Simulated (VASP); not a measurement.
Computed with PBEsol GGA, VASP's PBE PAW potentials (set 64) (plane waves; VASP).

Input for VASP

KPOINTS:
```
Automatic mesh
0
Gamma
18 18 18
0 0 0
```

File POSCAR:
```
Ni
1
    0.0000000000     1.7308907349     1.7308907349
    1.7308907349     0.0000000000     1.7308907349
    1.7308907349     1.7308907349     0.0000000000
Ni
1
Direct
  0.0000000000   0.0000000000   0.0000000000
```

**INCAR**
```
! general
SYSTEM  = Ni
PREC    = Accurate
ENCUT   = 500
LREAL   = F
LASPH   = T

! electronic loop
EDIFF   = 1E-6
NELM    = 100
ALGO    = Normal
LMAXMIX = 4

! smearing
ISMEAR  = 1
SIGMA   = 0.1

! functional
GGA     = PS

! spin
ISPIN   = 2
MAGMOM  = 0.6

! ions
IBRION  = 2
NSW     = 40
ISIF    = 3
EDIFFG  = -0.02
PSTRESS = 50

! output
LWAVE   = F
LCHARG  = F
LORBIT  = 10
```

POTCAR, in this order: Ni (PBE.64 set). Program: vasp_std.

Q: What will the output report for the number of irreducible k-points (NKPTS), largest plane-wave count, number of space-group operations, FFT grid (NGX, NGY, NGZ)?

A: 
The number of irreducible k-points (NKPTS) is 195 and the largest plane-wave count is 276. The number of space-group operations comes out as 48. The FFT grid (NGX, NGY, NGZ) is 18 × 18 × 18.

The compound is Ni in the fcc structure. This run relaxes it under an external pressure of 5 GPa. Symmetry was kept, so distortions that lower it aren't found.
